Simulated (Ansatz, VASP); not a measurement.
# HfO2 (amorphous HfO2 at 8.62 g/cm^3) in two plane-wave programs, part 3 of 3

Aim: how closely do two programs agree when they are given the same cell, functional and k mesh? Of the first pair: The structure shown is the start of the Ansatz relaxation below; VASP solves that cell, so the two are compared at the walk's first step.

VASP 6.6.1 and Ansatz 0.2.0.

So far. Step 3 (VASP: single point, PBE, start cell, pair 1): The run ends at a pressure of -8.92 GPa, with forces up to 3.0 eV/Å.

## (6) VASP: single point, PBE, relaxed cell, pair 2

Level of this step: PBE; plane waves and PAW (Hf_pv, O) (VASP).

The same cell, functional, mesh and smearing now go to VASP, with its own data sets.

The input, INCAR:

```
SYSTEM = HfO2
PREC = Accurate
ENCUT = 520
EDIFF = 1E-06
NELM = 120
ISMEAR = -1
SIGMA = 0.025
LREAL = Auto
ALGO = Normal
GGA = PE
NBANDS = 368
LASPH = .TRUE.
LORBIT = 11
LWAVE = .FALSE.
LCHARG = .FALSE.
ISIF = 2
GGA_COMPAT = .FALSE.
EFERMI = MIDGAP
NCORE = 2
```

The input, POSCAR:

```
HfO2
1.0
   10.4337000000      0.0000000000      0.0000000000
    0.0000000000     10.4337000000      0.0000000000
    0.0000000000      0.0000000000     10.4337000000
Hf O
28 56
Direct
    0.0985900000      0.2338500000      0.0954600000
    0.8628500000      0.5734700000      0.2759900000
    0.9898200000      0.4758200000      0.6223100000
    0.4514100000      0.1932200000      0.5317500000
    0.7593000000      0.2093100000      0.3243500000
    0.6783700000      0.4539400000      0.5270600000
    0.1838400000      0.1396900000      0.7600000000
    0.9097800000      0.6281600000      0.8950700000
    0.9686600000      0.9700900000      0.0068300000
    0.6384700000      0.8812800000      0.2002000000
    0.5151100000      0.6666600000      0.9456900000
    0.4856800000      0.5506200000      0.2331900000
    0.2083600000      0.4685300000      0.3044900000
    0.2030200000      0.4822200000      0.8793000000
    0.3033900000      0.9382200000      0.3898300000
    0.7309600000      0.8899600000      0.8568200000
    0.1621600000      0.7341300000      0.1254600000
    0.0949200000      0.2186000000      0.4681000000
    0.4376200000      0.1986700000      0.1692400000
    0.3433400000      0.9433500000      0.0197900000
    0.7326200000      0.3809500000      0.0658400000
    0.6915800000      0.7886900000      0.4930100000
    0.3803700000      0.5716700000      0.6199300000
    0.4614200000      0.9270700000      0.7193700000
    0.9500000000      0.9679000000      0.3242600000
    0.4904900000      0.3153700000      0.8271800000
    0.0526800000      0.8219100000      0.6066200000
    0.8744700000      0.2542700000      0.8194500000
    0.7535400000      0.0123000000      0.3060100000
    0.2748100000      0.3067000000      0.8231200000
    0.4084400000      0.7481400000      0.6936900000
    0.0922400000      0.6386500000      0.9650800000
    0.9181100000      0.1568700000      0.4246200000
    0.0276600000      0.2522800000      0.6688900000
    0.0998000000      0.4190700000      0.4721900000
    0.3213000000      0.0122400000      0.8321000000
    0.5500300000      0.8483200000      0.3860100000
    0.4935600000      0.3985600000      0.6185800000
    0.2004300000      0.8022700000      0.4910600000
    0.6403800000      0.5078100000      0.3381300000
    0.5104500000      0.1552600000      0.7138900000
    0.6122000000      0.6307200000      0.5693100000
    0.8248500000      0.0672300000      0.8463300000
    0.1473200000      0.9012700000      0.0039400000
    0.9656000000      0.6615900000      0.6892600000
    0.3974000000      0.1237300000      0.3530600000
    0.6356900000      0.2597200000      0.4600000000
    0.4692600000      0.2269400000      0.9832300000
    0.0558700000      0.5925100000      0.2561200000
    0.1377600000      0.2809500000      0.2837500000
    0.2612600000      0.2053300000      0.5762400000
    0.6911000000      0.3337200000      0.8754800000
    0.3479900000      0.5433400000      0.4319500000
    0.5603800000      0.4945000000      0.0571200000
    0.2850200000      0.8689200000      0.2133400000
    0.7690800000      0.7443500000      0.3075900000
    0.2013200000      0.5377200000      0.6841900000
    0.3896800000      0.3765900000      0.2407800000
    0.3395000000      0.7475100000      0.9860000000
    0.4130700000      0.5189600000      0.8427100000
    0.8391600000      0.3732500000      0.2502300000
    0.5503700000      0.7186600000      0.1360700000
    0.7654200000      0.9160900000      0.0528800000
    0.9974700000      0.8421100000      0.1847100000
    0.7048200000      0.6856400000      0.8719500000
    0.9191900000      0.8234900000      0.8763700000
    0.9035600000      0.8633300000      0.4936500000
    0.9973000000      0.4532400000      0.8268300000
    0.1303000000      0.0306200000      0.3911800000
    0.6392000000      0.2408600000      0.1729300000
    0.5364100000      0.8803400000      0.9045600000
    0.8593700000      0.5399000000      0.4732500000
    0.6576200000      0.8933000000      0.6656000000
    0.9672300000      0.0934500000      0.1636800000
    0.4972000000      0.0017200000      0.1391300000
    0.8339500000      0.5582600000      0.0710500000
    0.0609900000      0.1369500000      0.9151600000
    0.2983400000      0.6073100000      0.1945300000
    0.1726300000      0.4041500000      0.0554600000
    0.8999300000      0.2963500000      0.0067200000
    0.8128300000      0.3839100000      0.6572500000
    0.0956000000      0.9842700000      0.6830000000
    0.4091800000      0.9954800000      0.5506600000
    0.2642500000      0.1267200000      0.0966100000
```

The input, KPOINTS:

```
Automatic mesh
0
Gamma
1 1 1
0 0 0
```

The projector-augmented-wave data sets are Hf_pv and O (PBE family, release 64).

Run with:

```bash
mpirun -np 8 vasp_gam
```

Numbers of over 12 decimals in the logs are rounded to 6 here.

Log:

```text
[... set-up lines as in an earlier step ...]
 entering main loop
       N       E                     dE             d eps       ncg     rms          rms(c)
DAV:   1     0.577694402915E+04    0.57769E+04   -0.39701E+05   736   0.175E+03
DAV:   2    -0.491288590719E+03   -0.62682E+04   -0.60475E+04   912   0.475E+02
DAV:   3    -0.986957060314E+03   -0.49567E+03   -0.49257E+03   848   0.118E+02
DAV:   4    -0.999421077834E+03   -0.12464E+02   -0.12416E+02   872   0.200E+01
[...]
DAV:  16    -0.838902643809E+03   -0.77802E-05   -0.34583E-05   952   0.123E-02    0.303E-02
DAV:  17    -0.838902650845E+03   -0.70367E-05   -0.11161E-05   776   0.732E-03    0.646E-03
DAV:  18    -0.838902651756E+03   -0.91083E-06   -0.28190E-06   664   0.365E-03
   1 F= -.83890265E+03 E0= -.83890265E+03  d E =0.000000E+00
```

Parts of OUTCAR (step 6):

```text
  FREE ENERGIE OF THE ION-ELECTRON SYSTEM (eV)
  ---------------------------------------------------
  free  energy   TOTEN  =      -838.9026517561 eV

  energy  without entropy=     -838.9026517561  energy(sigma->0) =     -838.90265176
```

The run ends at a pressure of -5.71 GPa, with forces up to 0.15 eV/Å.

## (7) Differences

What differs besides the data sets and the points named for the pairs above, as far as they apply: the data sets hold 1064 valence electrons in Ansatz (on its default PAW (the set named soft_2) files) and 616 in VASP. Total energies have different zeros and are not compared.

Compared:

| quantity | Ansatz | VASP | difference |
| --- | --- | --- | --- |
| gap on the k mesh (eV) | 3.719 | 3.684 | +0.035 |

Forces on 7 of the 84 atoms, those with the largest forces and the largest differences (eV/Å; atoms numbered as in POSCAR):

| atom | Ansatz x, y, z | VASP x, y, z |
| --- | --- | --- |
| Hf4 | -0.005, -0.005, 0.011 | -0.061, -0.122, 0.055 |
| Hf20 | -0.008, -0.001, -0.007 | -0.114, -0.051, 0.021 |
| O37 | 0.005, -0.003, 0.011 | 0.128, -0.027, -0.024 |
| O41 | 0.000, 0.002, -0.005 | -0.067, 0.084, -0.064 |
| O66 | 0.003, -0.008, -0.001 | -0.101, -0.004, 0.072 |
| O71 | 0.002, 0.000, 0.002 | 0.038, -0.034, -0.114 |
| O74 | 0.003, 0.002, 0.000 | 0.078, -0.069, -0.055 |

The forces differ by 44 meV/Å r.m.s., where the r.m.s. force is 0.004 eV/Å in Ansatz and 0.044 eV/Å in VASP: the atoms lie near their places of rest in Ansatz, so a percentage would say little (all taken over all components). A gap on the mesh is an upper bound, since the band edges may lie between its points; neither run holds spin-orbit coupling, which can move the band edges of a compound of Hf.

## (8) What came out

```
r.m.s. force difference (single point, PBE, start cell, pair 1)   : 8.0 % of the r.m.s. force
r.m.s. force difference (single point, PBE, relaxed cell, pair 2) : 44 meV/Å
```

In words: The r.m.s. force difference is 44 meV/Å (single point, PBE, relaxed cell, pair 2), beyond the 12 meV/Å picked in this series as the mark of a large difference. The data sets hold unlike numbers of valence electrons (1064 in Ansatz and 616 in VASP), so part of the differences comes from the potentials. What causes the difference of the single point, PBE, start cell, pair 1 pair stays open here. What causes the difference of the single point, PBE, relaxed cell, pair 2 pair stays open here. Such differences can come from data sets, numerical settings and the points named under the comparisons, not from the functional's error against experiment.

[Lines on the potential files, build, host, timing and source positions are cut from VASP's logs without a mark.]

[Logs are printed without paths, hosts, clocks, repeated set-up lines and the standing remarks that a program may print on its own settings, such as how far it seeks lower states.]

[Hosts, paths, dates, database ids (printed as entryN), source tags and the programs' standing remarks are cut or masked in the printed files.]
